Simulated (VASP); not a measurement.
```cif
data_Pt4
_chemical_formula_sum 'Pt4'
_space_group_name_H-M_alt 'Fm-3m'
_space_group_IT_number 225
_space_group_name_Hall '-F 4 2 3'
_cell_length_a 3.90653
_cell_length_b 3.90653
_cell_length_c 3.90653
_cell_angle_alpha 90.000
_cell_angle_beta 90.000
_cell_angle_gamma 90.000
loop_
_atom_site_label
_atom_site_type_symbol
_atom_site_symmetry_multiplicity
_atom_site_Wyckoff_symbol
_atom_site_fract_x
_atom_site_fract_y
_atom_site_fract_z
_atom_site_occupancy
Pt1 Pt 4 a 0.00000 0.00000 0.00000 1
```
(The calculation used a cell of 1 atom; values per cell refer to that cell.)

Method: AM05 GGA, VASP's PBE PAW potentials (set 64) (plane waves; VASP). Numerical set-up: 520 eV cut-off, 16×16×16 Γ-centred mesh, first-order Methfessel-Paxton smearing of 0.10 eV, potentials Pt.

Give the energy at these volumes per atom, relative to the lowest: 14.00, 14.45, 14.90, 15.34, 15.79 Å³.

57.0, 13.6, 0.0, 11.0, 42.3 meV/atom. A third-order Birch-Murnaghan fit gives B0 = 292 GPa and B0′ = 5.4.

Measured: bulk modulus 289 GPa at 0 K (computed value off by +1.1 %), as given by H. Levämäki et al., Physical Review B (2014), arXiv:1402.3671 [corrected for temperature and zero-point phonon effects]; a 3.913 Å at 0 K (computed value off by -0.2 %), as given by Daniel Mejia-Rodriguez et al., Physical Review B (2018), arXiv:1807.09216 [static lattice: zero-point anharmonic expansion removed].

The compound is Pt in the fcc structure. It was relaxed first.
